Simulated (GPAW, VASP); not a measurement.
This is a calculation of Mg6CuSi for GPAW 26.7.0 (ASE script). The cell comes from a database or a generator and needn't be the stable form of this composition.

File run.py:

```python
from ase import Atoms
from ase.dft.bandgap import bandgap
from ase.io import write
from ase.units import Bohr, GPa
from gpaw import GPAW, PW
from gpaw.elf import elf_from_dft_calculation

atoms = Atoms(['Cu', 'Si', 'Mg', 'Mg', 'Mg', 'Mg', 'Mg', 'Mg'],
              cell=[[4.851185, 0.0, 0.0],
                    [0.0, 3.095162, 5.173203],
                    [0.0, -3.095162, 5.173203]],
              scaled_positions=[[0.5, 0.833364, 0.833364],
                                [0.5, 0.332524, 0.332524],
                                [0.0, 0.1694, 0.1694],
                                [0.0, 0.67181, 0.67181],
                                [0.0, 0.66632, 0.158054],
                                [0.0, 0.158054, 0.66632],
                                [0.5, 0.833724, 0.334807],
                                [0.5, 0.334807, 0.833724]],
              pbc=True)

calc = GPAW(mode=PW(800),
            xc='RPBE',
            kpts={'size': (6, 5, 5), 'gamma': True},
            occupations={'name': 'methfessel-paxton', 'order': 0, 'width': 0.02},
            nbands=61,
            convergence={'density': 1e-05, 'energy': 1e-05},
            maxiter=150,
            txt='gpaw.txt')
atoms.calc = calc
energy = atoms.get_potential_energy()
forces = atoms.get_forces()
stress = atoms.get_stress()
calc.write('gs.gpw')
write('result.traj', atoms)
print(f'Energy: {energy:.6f} eV')
print('Forces (eV/A):')
print(forces.round(4))
print('Stress (GPa):', (stress / GPa).round(3))
print('Fermi level:', round(calc.get_fermi_level(), 4), 'eV')
print(f'Gap: {bandgap(calc)[0]:.4f} eV, direct: {bandgap(calc, direct=True)[0]:.4f} eV')

# fields on the real-space grid
write('density.cube', atoms, data=calc.get_pseudo_density() * Bohr**3)
write('potential.cube', atoms, data=calc.get_electrostatic_potential())
write('elf.cube', atoms, data=elf_from_dft_calculation(calc).data)
```

Potentials or basis: the program's PAW data sets (release 1.2.1) made for this functional, pw.

Command:

```sh
$ OMP_NUM_THREADS=1 python run.py
```

Problem. Translate it to VASP 6.6.1. Potentials or basis there: PBE PAW files Cu_GW, Mg_GW, Si_GW, 550 eV.

Solution. As run (cutoffs and basis follow the program's own potentials, and thresholds, step limits or extra output files can differ):

File INCAR:

```
PREC = Accurate
ENCUT = 550
EDIFF = 1E-6
ISMEAR = 0
SIGMA = 0.02
LREAL = False
LASPH = True
NELM = 100
ALGO = Fast
ISIF = 2
LWAVE = False
LCHARG = True
GGA = RP
LELF = True
LVHAR = True
```

File KPOINTS:

```
Automatic mesh
0
Gamma
  6 5 5
```

POSCAR

```
Mg6CuSi
1.0
    4.8511850000      0.0000000000      0.0000000000
    0.0000000000      3.0951620000      5.1732030000
    0.0000000000     -3.0951620000      5.1732030000
Cu Si Mg
1 1 6
Cartesian
    2.4255925000      0.0000000000      8.6223222898
    2.4255925000      0.0000000000      3.4404283087
    0.0000000000      0.0000000000      1.7526811764
    0.0000000000      0.0000000000      6.9508190149
    0.0000000000      1.5731656091      4.2646540499
    0.0000000000     -1.5731656091      4.2646540499
    2.4255925000      1.5442289396      6.0450480748
    2.4255925000     -1.5442289396      6.0450480748
```

Potentials or basis: VASP PAW PBE potentials, release 64 (Cu_GW, Si_GW, Mg_GW).

Run with:

```bash
$ cat potpaw_PBE.64/Cu_GW/POTCAR potpaw_PBE.64/Si_GW/POTCAR potpaw_PBE.64/Mg_GW/POTCAR > POTCAR
$ mpirun -np 1 vasp_std > vasp.out
```

Both were run:

|  | GPAW | VASP |
| --- | --- | --- |
| Pressure | 1.6 GPa | 1.4 GPa |
| Largest force | 0.097 eV/Å | 0.092 eV/Å |

The potentials hold 75 and 27 valence electrons a cell.

VASP's potentials were made for PBE.

Pressure is positive in compression.
